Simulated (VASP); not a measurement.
```yaml
crystal:
  lattice:
    - [3.73005, -1.90983, -0.00269]
    - [3.73005, 1.90983, -0.00269]
    - [2.75447, 0.00000, 3.15810]
  atoms:
    - { symbol: As, position: [0.22709, 0.22709, 0.22709] }
    - { symbol: As, position: [0.77291, 0.77291, 0.77291] }
```

These are PBE GGA, VASP's PBE PAW potentials (set 64) (plane waves; VASP) values and carry that method's errors. Numerical set-up: 480 eV cut-off, 10×10×10 Γ-centred mesh, first-order Methfessel-Paxton smearing of 0.10 eV, potentials As.

Each relaxation starts from this cell; other phases were not tried.

### Question
The cell is relaxed at 1 GPa. What happens?

### Answer
The volume per atom goes from 22.51 to 21.97 Å³ (-2.4 %), and the cell becomes a = b = 3.809 Å, c = 10.492 Å, α = β = 90.00°, γ = 120.00°, space group R-3m.

### Question
The cell is relaxed at 10 GPa. What happens?

### Answer
The volume per atom goes from 22.51 to 19.18 Å³ (-14.8 %), and the cell becomes a = b = 3.7238 Å, c = 9.5848 Å, α = β = 90.00°, γ = 120.00°, space group R-3m.

Failed runs are left out, and for metals the shear rows, which the mesh's noise covers.

The compound is As in the a7 structure.
